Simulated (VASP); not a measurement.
Calculation: revTPSS meta-GGA, VASP's PBE PAW potentials (set 64) (plane waves; VASP 6.6.1).

VASP input:

KPOINTS_OPT:
```
k-points along high-symmetry lines
10
Line-mode
Reciprocal
  0.000000   0.000000   0.000000 ! GAMMA
 -0.500000  -0.500000   0.000000 ! X

 -0.500000  -0.500000   0.000000 ! X
 -0.375000  -0.375000   0.250000 ! U

 -0.375000   0.000000   0.375000 ! K
  0.000000   0.000000   0.000000 ! GAMMA

  0.000000   0.000000   0.000000 ! GAMMA
  0.000000   0.000000   0.500000 ! L

  0.000000   0.000000   0.500000 ! L
 -0.500000  -0.250000   0.250000 ! W

 -0.500000  -0.250000   0.250000 ! W
 -0.500000  -0.500000   0.000000 ! X
```

**POSCAR**
```
GaN
1
    0.0000000000     2.2593680549     2.2593680549
    2.2593680549     0.0000000000     2.2593680549
    2.2593680549     2.2593680549     0.0000000000
Ga N
1 1
Direct
  0.0000000000   0.0000000000   0.0000000000
  0.2500000000   0.2500000000   0.2500000000
```

### INCAR
```
ALGO = Normal
EDIFF = 1E-7
ENCUT = 520
ISIF = 2
ISMEAR = -5
LASPH = .TRUE.
LCHARG = .FALSE.
LMAXMIX = 4
LMIXTAU = .TRUE.
LORBIT = 11
LREAL = .FALSE.
LWAVE = .FALSE.
METAGGA = RTPSS
NEDOS = 601
NELM = 100
PREC = Accurate
SYSTEM = GaN
```

KPOINTS:
```
Automatic mesh
0
Gamma
11 11 11
0 0 0
```

POTCAR, in this order: Ga_d N (PBE.64 set). Program: vasp_std.

What VASP printed:

OSZICAR:
```
       N       E                     dE             d eps       ncg     rms          rms(c)
DAV:   1     0.902134739219E+02    0.90213E+02   -0.99892E+03  1544   0.251E+03
DAV:   2    -0.253066013986E+00   -0.90467E+02   -0.86411E+02  1606   0.351E+02
DAV:   3    -0.664677343480E+01   -0.63937E+01   -0.63510E+01  1706   0.873E+01
DAV:   4    -0.673441711196E+01   -0.87644E-01   -0.87597E-01  1684   0.111E+01
DAV:   5    -0.673554899035E+01   -0.11319E-02   -0.11318E-02  1662   0.114E+00    0.677E+00
DAV:   6    -0.781870068578E+01   -0.10832E+01   -0.60379E+00  1799   0.454E+01    0.387E+00
DAV:   7    -0.778735117317E+01    0.31350E-01   -0.10751E+00  2095   0.148E+01    0.144E+00
DAV:   8    -0.778902585383E+01   -0.16747E-02   -0.30087E-01  1516   0.561E+00    0.785E-01
DAV:   9    -0.759360293560E+01    0.19542E+00   -0.14361E-01  1456   0.559E+00    0.447E-01
DAV:  10    -0.779117159107E+01   -0.19757E+00   -0.98684E-02  1456   0.433E+00    0.295E-01
DAV:  11    -0.779191763971E+01   -0.74605E-03   -0.31310E-03  1791   0.703E-01    0.215E-01
DAV:  12    -0.779412289084E+01   -0.22053E-02   -0.97264E-04  1466   0.390E-01    0.138E-01
DAV:  13    -0.779534041254E+01   -0.12175E-02   -0.18928E-03  1536   0.527E-01    0.329E-02
DAV:  14    -0.779530493783E+01    0.35475E-04   -0.52142E-05  1621   0.922E-02    0.185E-02
DAV:  15    -0.779534300022E+01   -0.38062E-04   -0.44463E-05  1506   0.100E-01    0.332E-03
DAV:  16    -0.779536199553E+01   -0.18995E-04   -0.46878E-06  1516   0.355E-02    0.399E-03
DAV:  17    -0.779535825573E+01    0.37398E-05   -0.25484E-06  1476   0.220E-02    0.247E-03
DAV:  18    -0.779536248657E+01   -0.42308E-05   -0.11312E-06  1511   0.139E-02    0.184E-03
DAV:  19    -0.779536122955E+01    0.12570E-05   -0.87193E-08  1083   0.603E-03    0.764E-04
DAV:  20    -0.779536174189E+01   -0.51234E-06   -0.11970E-08   763   0.145E-03    0.465E-04
DAV:  21    -0.779536144267E+01    0.29922E-06   -0.48563E-09   763   0.886E-04    0.112E-04
DAV:  22    -0.779536162821E+01   -0.18555E-06   -0.15266E-09   763   0.618E-04    0.234E-05
DAV:  23    -0.779536154806E+01    0.80151E-07   -0.55148E-10   763   0.411E-04
   1 F= -.77953615E+01 E0= -.77953615E+01  d E =0.000000E+00
       N       E                     dE             ncg
       N       E                     dE             ncg
```

### OUTCAR
```
------------------------ aborting loop because EDIFF is reached ----------------------------------------
  FORCE on cell =-STRESS in cart. coord.  units (eV):
  Direction    XX          YY          ZZ          XY          YZ          ZX
  --------------------------------------------------------------------------------------
  Total        0.0029984      0.0029984      0.0029984      0.0000000      0.0000000      0.0000000
  in kB        0.2082617      0.2082617      0.2082617      0.0000000      0.0000000      0.0000000
  external PRESSURE =       0.2082617 kB  Pullay stress =       0.0000000 kB
  volume of cell :       23.07
      direct lattice vectors                 reciprocal lattice vectors
     0.000000000  2.259368055  2.259368055    -0.221300819  0.221300819  0.221300819
     2.259368055  0.000000000  2.259368055     0.221300819 -0.221300819  0.221300819
     2.259368055  2.259368055  0.000000000     0.221300819  0.221300819 -0.221300819
  FREE ENERGIE OF THE ION-ELECTRON SYSTEM (eV)
  ---------------------------------------------------
  free  energy   TOTEN  =        -7.7953615481 eV

  energy  without entropy=       -7.7953615481  energy(sigma->0) =       -7.79536155

 total charge

# of ion       s       p       d       tot
------------------------------------------
    1        0.765   0.863  10.184  11.812
    2        1.241   2.516   0.000   3.757
--------------------------------------------------
tot          2.006   3.378  10.184  15.569
```
(Selected blocks of OUTCAR.)

**OUTCAR**
```
 val. band max:        5.1281198217   @ k =   0.0000   0.0000   0.0000

 cond. band min:       6.6484907413   @ k =   0.0000   0.0000   0.0000


 Fermi energy:         5.1301629555

 k-point     1 :       0.0000    0.0000    0.0000
  band No.  band energies     occupation
      1     -11.2010      2.00000
      2      -8.3252      2.00000
      3      -8.3252      2.00000
      4      -8.3252      2.00000
      5      -7.9931      2.00000
      6      -7.9931      2.00000
      7       5.1281      2.00000
      8       5.1281      2.00000
      9       5.1281      2.00000
     10       6.6485      0.00000
     11      15.6363      0.00000
     12      15.6363      0.00000
     13      15.6363      0.00000

 k-point     2 :       0.0909    0.0000    0.0000
  band No.  band energies     occupation
      1     -11.1083      2.00000
      2      -8.3139      2.00000
      3      -8.3139      2.00000
      4      -8.2968      2.00000
      5      -7.9944      2.00000
      6      -7.9944      2.00000
      7       4.1191      2.00000
      8       5.0395      2.00000
      9       5.0395      2.00000
     10       7.4627      0.00000
     11      15.1659      0.00000
     12      15.7736      0.00000
     13      15.7736      0.00000

 k-point     3 :       0.1818    0.0000    0.0000
  band No.  band energies     occupation
      1     -10.8622      2.00000
      2      -8.2859      2.00000
      3      -8.2859      2.00000
      4      -8.1837      2.00000
      5      -7.9945      2.00000
      6      -7.9945      2.00000
      7       2.4796      2.00000
      8       4.8141      2.00000
      9       4.8141      2.00000
     10       8.5151      0.00000
     11      14.3610      0.00000
     12      16.0168      0.00000
     13      16.0168      0.00000

 k-point     4 :       0.2727    0.0000    0.0000
  band No.  band energies     occupation
      1     -10.5594      2.00000
      2      -8.2570      2.00000
      3      -8.2570      2.00000
...
```

The compound is GaN in the zinc blende structure, a metastable form; wurtzite is the usual one. It was relaxed first.
